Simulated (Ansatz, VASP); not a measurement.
## PC2 in VASP and in Ansatz

```xyz
6
Lattice="4.8556 0.0000 0.0000 0.0000 5.5907 0.0000 0.0000 0.0000 2.7243" Properties=species:S:1:pos:R:3 pbc="T T T"
P     0.0000    0.0000    0.0000
P     2.4278    2.7953    1.3622
C     0.7852    2.0836    0.0000
C     4.0705    3.5070    0.0000
C     3.2130    0.7117    1.3622
C     1.6427    4.8790    1.3622
```

Change from the starting cell: species swapped into the P2Ru type (Pnnm, No. 58).

Alike in both runs: task single point; functional PBE; k mesh 4 × 4 × 6; occupations gaussian, width 0.1 eV; no spin polarisation.

|  | VASP | Ansatz |
| --- | --- | --- |
| version | VASP 6.6.1 | Ansatz 0.2.0 |
| potentials or method | VASP PAW PBE potentials, release 64 (P, C) | scalar-relativistic, plane waves, PAW |
| plane-wave cutoff (eV) | 520 | 420 |
| valence electrons in the cell | 26 | 26 |

|  | VASP | Ansatz | Ansatz less VASP |
| --- | --- | --- | --- |
| gap on the k mesh at the Fermi level (eV) | none | none | - |
| rms of the force components (eV/Å) | 0.742 | 0.745 | +0.0024 |

Atom by atom the forces differ by 0.002 eV/Å (rms over components). A gap of «none» marks a metal or a gap that the smearing closes.

Caveats: the k mesh is coarse (spacing up to 0.38 Å⁻¹), so the values aren't converged; forces of over 1 eV/Å show positions far from the minimum, so gaps and moduli don't describe the material at rest.
